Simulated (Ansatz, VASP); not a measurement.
# Te2As in two plane-wave programs, part 2 of 3

One calculation is typed for both programs; each brings its own data sets. How far apart do they land? The cell is generated by rule, not measured, and may not be a known phase. The cell is taken from a series of runs on this material, whose earlier steps may have relaxed, scaled, displaced or heated it; both programs get it as it stands.

VASP 6.6.1 and Ansatz 0.2.0.

So far: Starting point; Ansatz: zone-centre phonons, LDA.

## (3) VASP: zone-centre phonons, LDA

Level of this step: LDA; plane waves and PAW (As, Te); invented cell (VASP).

The same cell, functional (in two slightly different forms), mesh and smearing now go to VASP, with its own data sets.

Lines of VASP's logs that name or quote its potential files are left out, and so is its time.

Input file INCAR:

```
SYSTEM = Te2As
PREC = Accurate
ENCUT = 500
EDIFF = 1E-08
NELM = 120
ISMEAR = 1
SIGMA = 0.15
LREAL = .FALSE.
ALGO = Normal
GGA = PW92
NBANDS = 23
LORBIT = 11
LWAVE = .FALSE.
LCHARG = .FALSE.
ISIF = 2
IBRION = 8
LASPH = .TRUE.
GGA_COMPAT = .FALSE.
KPAR = 2
```

Input file POSCAR:

```
Te2As
1.0
    3.7593974851      0.0000000000      0.0000000000
    0.0000000000      3.7593974851      0.0000000000
    0.0000000000      0.0000000000     12.2291465901
As Te
2 4
Direct
    0.5000000000      0.5000000000      0.5000000000
    0.0000000000      0.0000000000      0.0000000000
    0.0000000000      0.5000000000      0.1605458005
    0.5000000000      0.0000000000      0.8394541995
    0.0000000000      0.5000000000      0.6605458005
    0.5000000000      0.0000000000      0.3394541995
```

Input file KPOINTS:

```
Automatic mesh
0
Gamma
8 8 4
0 0 0
```

The projector-augmented-wave data sets are As and Te (LDA family, release 64).

Started as:

```bash
> mpirun -np 2 vasp_std
```

The program printed:

```text
[banner, memory and clock lines left out]
running    2 mpi-ranks, on    1 nodes
 distrk:  each k-point on    1 cores,    2 groups
 distr:  one band on    1 cores,    1 groups

 POSCAR found type information on POSCAR AsTe
 POSCAR found :  2 types and       6 ions
|                                                                             |
|               ----> ADVICE to this user running VASP <----                  |
|                                                                             |
|     You enforced a specific xc type in the INCAR file but a different       |
|     [... a line on the potential file left out ...]
|     I HOPE YOU KNOW WHAT YOU ARE DOING!                                     |
|                                                                             |

 LDA part: xc-table for (Slater(with rela. corr.)+PW92), standard interpolation
 POSCAR, INCAR and KPOINTS ok, starting setup
 FFT: planning ... GRIDC
 FFT: planning ... GRID_SOFT
 FFT: planning ... GRID
 WAVECAR not read
 entering main loop
       N       E                     dE             d eps       ncg     rms          rms(c)
DAV:   1     0.150872346916E+03    0.15087E+03   -0.12529E+04  2070   0.118E+03
DAV:   2    -0.122409966909E+02   -0.16311E+03   -0.15765E+03  2702   0.177E+02
DAV:   3    -0.245821913322E+02   -0.12341E+02   -0.12073E+02  2626   0.517E+01
DAV:   4    -0.248599481423E+02   -0.27776E+00   -0.27645E+00  2574   0.883E+00
DAV:   5    -0.248665611296E+02   -0.66130E-02   -0.66083E-02  2780   0.136E+00    0.148E+01
DAV:   6    -0.248197560126E+02    0.46805E-01   -0.21559E-02  2401   0.751E-01    0.888E+00
DAV:   7    -0.247970913123E+02    0.22665E-01   -0.34257E-02  2476   0.890E-01    0.455E-01
DAV:   8    -0.247971410236E+02   -0.49711E-04   -0.14782E-03  2526   0.209E-01    0.225E-01
DAV:   9    -0.247970731459E+02    0.67878E-04   -0.23733E-04  2470   0.751E-02    0.490E-02
DAV:  10    -0.247970759798E+02   -0.28339E-05   -0.29605E-05  2511   0.256E-02    0.175E-02
DAV:  11    -0.247970750776E+02    0.90228E-06   -0.16224E-06  2499   0.717E-03    0.987E-03
DAV:  12    -0.247970748850E+02    0.19252E-06   -0.83422E-07  2493   0.409E-03    0.418E-03
DAV:  13    -0.247970749045E+02   -0.19427E-07   -0.11463E-07  2502   0.164E-03    0.176E-03
DAV:  14    -0.247970749042E+02    0.23988E-09   -0.49458E-09  1427   0.426E-04
   1 F= -.24797075E+02 E0= -.24797045E+02  d E =-.899960E-04
 Linear response reoptimize wavefunctions to high precision
DAV:   1    -0.247970749044E+02   -0.21737E-09   -0.11346E-09  1462   0.199E-04
DAV:   2    -0.247970749044E+02    0.81855E-11   -0.20672E-10  1336   0.947E-05
 Linear response DOF=           5
 Linear response progress:
  Degree of freedom:   1/  5
       N       E                     dE             d eps       ncg     rms          rms(c)
RMM:   1    -0.434370340287E-01   -0.43437E-01    0.39864E-02  8990   0.939E-01
RMM:   2    -0.415851524593E-01    0.18519E-02   -0.26743E-03  6630   0.220E-01    0.815E-02
RMM:   3    -0.414909204427E-01    0.94232E-04   -0.11483E-04  7074   0.419E-02    0.455E-02
RMM:   4    -0.414031323689E-01    0.87788E-04   -0.17365E-05  6988   0.174E-02    0.589E-03
RMM:   5    -0.414042983208E-01   -0.11660E-05   -0.17298E-06  7303   0.416E-03    0.139E-03
RMM:   6    -0.414105515371E-01   -0.62532E-05   -0.47219E-07  6652   0.142E-03    0.415E-04
RMM:   7    -0.414107553847E-01   -0.20385E-06   -0.97362E-08  7415   0.406E-04    0.213E-04
RMM:   8    -0.414102155367E-01    0.53985E-06    0.17384E-08  7329   0.141E-04    0.115E-04
RMM:   9    -0.414101034038E-01    0.11213E-06   -0.17457E-08  7596   0.567E-05    0.198E-05
RMM:  10    -0.414101503017E-01   -0.46898E-07   -0.40573E-09  7655   0.197E-05    0.111E-05
RMM:  11    -0.414101751757E-01   -0.24874E-07    0.21758E-08  7768   0.112E-05    0.329E-06
RMM:  12    -0.414101777665E-01   -0.25908E-08    0.21129E-08  6957   0.706E-06    0.665E-07
 first order change of Fermi-energy  -0.15037E-04
 force on displaced ion       1 direction 1 :  -4.775   0.000   0.000
 Linear response progress:
  Degree of freedom:   2/  5
       N       E                     dE             d eps       ncg     rms          rms(c)
RMM:   1    -0.595712853632E-01   -0.59571E-01    0.86840E-02  8259   0.101E+00
RMM:   2    -0.577399434846E-01    0.18313E-02   -0.35557E-03  5485   0.266E-01    0.195E-01
RMM:   3    -0.574857632802E-01    0.25418E-03   -0.49815E-04  5754   0.718E-02    0.126E-01
RMM:   4    -0.574571314324E-01    0.28632E-04   -0.74624E-05  5737   0.326E-02    0.649E-02
RMM:   5    -0.574125431714E-01    0.44588E-04   -0.32597E-05  5811   0.191E-02    0.806E-03
RMM:   6    -0.574213736761E-01   -0.88305E-05   -0.19344E-06  5991   0.422E-03    0.441E-03
RMM:   7    -0.574323753948E-01   -0.11002E-04   -0.35099E-07  5592   0.278E-03    0.270E-03
RMM:   8    -0.574291864657E-01    0.31889E-05    0.11175E-07  6110   0.931E-04    0.498E-04
RMM:   9    -0.574285640868E-01    0.62238E-06    0.17654E-07  6098   0.253E-04    0.139E-04
RMM:  10    -0.574288271856E-01   -0.26310E-06   -0.16693E-07  6197   0.855E-05    0.454E-05
RMM:  11    -0.574288341520E-01   -0.69664E-08    0.41140E-08  6332   0.299E-05    0.152E-05
 first order change of Fermi-energy  -0.27193E-04
 force on displaced ion       1 direction 3 :   0.000   0.000  -8.347
 Linear response progress:
  Degree of freedom:   3/  5
       N       E                     dE             d eps       ncg     rms          rms(c)
RMM:   1    -0.453214401838E-01   -0.45321E-01    0.18668E-02  8548   0.881E-01
RMM:   2    -0.444381100435E-01    0.88333E-03   -0.23911E-03  6491   0.218E-01    0.411E-02
RMM:   3    -0.443813107502E-01    0.56799E-04   -0.11153E-04  6827   0.405E-02    0.195E-02
RMM:   4    -0.443332609859E-01    0.48050E-04   -0.88411E-06  7021   0.117E-02    0.872E-03
RMM:   5    -0.443101530650E-01    0.23108E-04   -0.24016E-06  7143   0.520E-03    0.205E-03
RMM:   6    -0.443133056509E-01   -0.31526E-05    0.33384E-08  7046   0.146E-03    0.106E-03
RMM:   7    -0.443139732506E-01   -0.66760E-06   -0.21698E-08  7379   0.385E-04    0.467E-04
RMM:   8    -0.443142391697E-01   -0.26592E-06    0.12360E-07  7446   0.961E-05    0.170E-04
RMM:   9    -0.443143535053E-01   -0.11434E-06    0.18793E-07  7698   0.368E-05    0.456E-05
RMM:  10    -0.443143954594E-01   -0.41954E-07   -0.10614E-07  7758   0.137E-05    0.103E-05
RMM:  11    -0.443144311748E-01   -0.35715E-07   -0.19999E-08  7417   0.765E-06    0.334E-06
RMM:  12    -0.443144452392E-01   -0.14064E-07   -0.66930E-10  6828   0.540E-06    0.287E-06
RMM:  13    -0.443144462681E-01   -0.10289E-08    0.54986E-10  4527   0.423E-06    0.105E-06
 first order change of Fermi-energy   0.37363E-04
 force on displaced ion       3 direction 1 :  -0.240   0.000   0.002
 Linear response progress:
  Degree of freedom:   4/  5
       N       E                     dE             d eps       ncg     rms          rms(c)
RMM:   1    -0.448093912003E-01   -0.44809E-01    0.32989E-02  9265   0.909E-01
RMM:   2    -0.435341249290E-01    0.12753E-02   -0.26596E-03  6608   0.248E-01    0.786E-02
RMM:   3    -0.435476081942E-01   -0.13483E-04   -0.12391E-04  7009   0.476E-02    0.559E-02
RMM:   4    -0.435375215176E-01    0.10087E-04   -0.14238E-05  7067   0.192E-02    0.417E-03
RMM:   5    -0.435377074724E-01   -0.18595E-06   -0.27615E-06  7092   0.522E-03    0.291E-03
RMM:   6    -0.435380549570E-01   -0.34748E-06   -0.39798E-07  7303   0.155E-03    0.560E-04
RMM:   7    -0.435378661095E-01    0.18885E-06    0.21003E-08  7438   0.333E-04    0.330E-04
RMM:   8    -0.435375961836E-01    0.26993E-06    0.88611E-08  7413   0.125E-04    0.145E-04
RMM:   9    -0.435375553547E-01    0.40829E-07   -0.75451E-08  7558   0.587E-05    0.133E-05
RMM:  10    -0.435375816433E-01   -0.26289E-07   -0.10287E-08  7757   0.187E-05    0.905E-06
RMM:  11    -0.435376177493E-01   -0.36106E-07    0.21312E-08  7642   0.113E-05    0.201E-06
RMM:  12    -0.435376216090E-01   -0.38597E-08    0.34342E-08  6791   0.713E-06    0.133E-06
 first order change of Fermi-energy   0.51872E-04
 force on displaced ion       3 direction 2 :   0.000  -3.477   0.003
 Linear response progress:
  Degree of freedom:   5/  5
       N       E                     dE             d eps       ncg     rms          rms(c)
RMM:   1    -0.715208429199E-01   -0.71521E-01    0.37370E-02  8107   0.946E-01
RMM:   2    -0.678578331864E-01    0.36630E-02   -0.35985E-03  5469   0.281E-01    0.148E-01
RMM:   3    -0.677973503622E-01    0.60483E-04   -0.21066E-04  5698   0.651E-02    0.106E-01
RMM:   4    -0.677683274914E-01    0.29023E-04   -0.43764E-05  5813   0.245E-02    0.348E-02
RMM:   5    -0.677581973011E-01    0.10130E-04    0.58889E-07  5825   0.113E-02    0.839E-03
RMM:   6    -0.677580220240E-01    0.17528E-06   -0.87824E-07  5977   0.317E-03    0.503E-03
RMM:   7    -0.677585417033E-01   -0.51968E-06   -0.27557E-07  6013   0.164E-03    0.904E-04
RMM:   8    -0.677581652399E-01    0.37646E-06    0.52326E-07  6048   0.466E-04    0.354E-04
RMM:   9    -0.677583861557E-01   -0.22092E-06   -0.17366E-08  6147   0.212E-04    0.173E-04
RMM:  10    -0.677584988524E-01   -0.11270E-06    0.59998E-08  6268   0.897E-05    0.538E-05
RMM:  11    -0.677585163642E-01   -0.17512E-07    0.33618E-08  6210   0.338E-05    0.231E-05
RMM:  12    -0.677585307361E-01   -0.14372E-07    0.40548E-08  6398   0.124E-05    0.418E-06
RMM:  13    -0.677585340313E-01   -0.32952E-08    0.25011E-08  6237   0.704E-06    0.119E-06
 first order change of Fermi-energy   0.75561E-01
 force on displaced ion       3 direction 3 :   0.000   0.000  -5.404
 Linear response finished
```

[end of part 2 of 3]

[Lines on the potential files, build, host, timing and source positions are cut from VASP's logs without a mark.]

[Logs are printed without paths, hosts, clocks, repeated set-up lines and the standing remarks that a program may print on its own settings, such as how far it seeks lower states.]

[Hosts, paths, dates, database ids (printed as entryN), source tags and the programs' standing remarks are cut or masked in the printed files.]
